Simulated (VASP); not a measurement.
Input of a VASP 6.6.1 run:

Contents of INCAR:

```
SYSTEM = Ta2SiN2
  PREC = Accurate
  ENCUT = 520
  EDIFF = 1E-6
  ISMEAR = 0
  SIGMA = 0.1
  LREAL = .FALSE.
  LASPH = .TRUE.
  NELM = 150
  ALGO = Normal
  ISIF = 2
  LWAVE = .FALSE.
  LCHARG = .FALSE.
  METAGGA = R2SCAN
  LMIXTAU = .TRUE.
  NBANDS = 26
  KPAR = 4
```

Contents of KPOINTS:

```
Automatic mesh
0
G
  12 12 12
  0 0 0
```

The input POSCAR:

```
Ta2SiN2
1.0
   -1.7532500000      1.7532500000      5.4355400000
    1.7532500000     -1.7532500000      5.4355400000
    1.7532500000      1.7532500000     -5.4355400000
Ta Si N
2 1 2
Direct
    0.3524650000      0.3524650000      0.0000000000
    0.6475350000      0.6475350000      0.0000000000
    0.0000000000      0.0000000000      0.0000000000
    0.7500000000      0.2500000000      0.5000000000
    0.2500000000      0.7500000000      0.5000000000
```

Potentials or basis: VASP PAW PBE potentials, release 64 (Ta_pv, Si, N).

Launch:

```bash
$ cat potpaw_PBE.64/Ta_pv/POTCAR potpaw_PBE.64/Si/POTCAR potpaw_PBE.64/N/POTCAR > POTCAR
$ mpirun -np 4 vasp_std > vasp.out
```

Predict the pressure.

-2.6 GPa.

Estimate the band gap on the k mesh.

none (metal or under the smearing width).

What does it give for the largest force?

0.390 eV/Å.

Stress tensor (GPa, compression positive):
```
-2.70  0.00  0.00
 0.00 -2.70  0.00
 0.00  0.00 -2.35
```

Caveat: the PAW data sets were made with another functional, which shifts forces and pressure a little. Spin-orbit coupling is left out, which matters for the levels of Ta.
